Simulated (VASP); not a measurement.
These are revPBE GGA, VASP's PBE PAW potentials (set 64) (plane waves; VASP) values and carry that method's errors.

Input for VASP

POSCAR:
```
HfN
1.0
  0.0000000000   2.2765256980   2.2765256980
  2.2765256980   0.0000000000   2.2765256980
  2.2765256980   2.2765256980   0.0000000000
Hf N
1 1
Cartesian
  0.0000000000   0.0000000000   0.0000000000
  2.2765256980   2.2765256980   2.2765256980
```

INCAR:
```
SYSTEM = HfN
PREC = Accurate
ENCUT = 520
EDIFF = 1E-6
NELM = 100
ALGO = Normal
LREAL = .FALSE.
LASPH = .TRUE.
ISMEAR = 1
SIGMA = 0.1
GGA = RE
LMAXMIX = 6
LWAVE = .FALSE.
LCHARG = .FALSE.
IBRION = 2
ISIF = 3
NSW = 60
EDIFFG = -0.01
```

### KPOINTS
```
Automatic mesh
0
Gamma
12 12 12
0 0 0
```

POTCAR, in this order: Hf_pv N (PBE.64 set). Program: vasp_std.

What VASP printed:

### OSZICAR
```
       N       E                     dE             d eps       ncg     rms          rms(c)
DAV:   1     0.396803963184E+02    0.39680E+02   -0.82868E+03  1584   0.128E+03
DAV:   2    -0.216181502582E+02   -0.61299E+02   -0.58076E+02  2051   0.255E+02
DAV:   3    -0.239045643343E+02   -0.22864E+01   -0.22639E+01  2083   0.422E+01
DAV:   4    -0.239257002195E+02   -0.21136E-01   -0.21005E-01  1920   0.398E+00
DAV:   5    -0.239259946684E+02   -0.29445E-03   -0.29421E-03  2070   0.348E-01    0.469E+01
DAV:   6    -0.210330739598E+02    0.28929E+01   -0.15403E+01  1845   0.278E+01    0.395E+01
DAV:   7    -0.209757865549E+02    0.57287E-01   -0.67104E-01  1791   0.753E+00    0.257E+01
DAV:   8    -0.209668127445E+02    0.89738E-02   -0.15016E-01  1828   0.359E+00    0.617E+00
DAV:   9    -0.209549214672E+02    0.11891E-01   -0.69056E-02  1876   0.180E+00    0.146E+00
DAV:  10    -0.209545184872E+02    0.40298E-03   -0.24803E-03  1846   0.463E-01    0.320E-01
DAV:  11    -0.209545296218E+02   -0.11135E-04   -0.24571E-04  2010   0.140E-01    0.626E-02
DAV:  12    -0.209545252057E+02    0.44161E-05   -0.17101E-05  1920   0.381E-02    0.362E-02
DAV:  13    -0.209545248667E+02    0.33898E-06   -0.72608E-07  1044   0.933E-03
   1 F= -.20954525E+02 E0= -.20954672E+02  d E =-.209545E+02
```

OUTCAR:
```
------------------------ aborting loop because EDIFF is reached ----------------------------------------
  FORCE on cell =-STRESS in cart. coord.  units (eV):
  Direction    XX          YY          ZZ          XY          YZ          ZX
  --------------------------------------------------------------------------------------
  Total       -0.0171841     -0.0171841     -0.0171841      0.0000000     -0.0000000      0.0000000
  in kB       -1.1667838     -1.1667838     -1.1667838      0.0000000     -0.0000000      0.0000000
  external PRESSURE =      -1.1667838 kB  Pullay stress =       0.0000000 kB
  volume of cell :       23.60
      direct lattice vectors                 reciprocal lattice vectors
     0.000000000  2.276525698  2.276525698    -0.219632926  0.219632926  0.219632926
     2.276525698  0.000000000  2.276525698     0.219632926 -0.219632926  0.219632926
     2.276525698  2.276525698  0.000000000     0.219632926  0.219632926 -0.219632926
 POSITION                                       TOTAL-FORCE (eV/Angst)
 -----------------------------------------------------------------------------------
      0.00000      0.00000      0.00000         0.000000      0.000000      0.000000
      2.27653      2.27653      2.27653        -0.000000     -0.000000     -0.000000
 -----------------------------------------------------------------------------------
    total drift:                                0.000000     -0.000000     -0.000000
  FREE ENERGIE OF THE ION-ELECTRON SYSTEM (eV)
  ---------------------------------------------------
  free  energy   TOTEN  =       -20.9545248667 eV

  energy  without entropy=      -20.9549652851  energy(sigma->0) =      -20.95467167

 reached required accuracy - stopping structural energy minimisation
```
(Selected blocks of OUTCAR.)

The compound is HfN in the rock salt structure. It was relaxed first. The start is the result of an earlier pass. The electron count is odd and the run is not spin-polarised, which forces a metal.
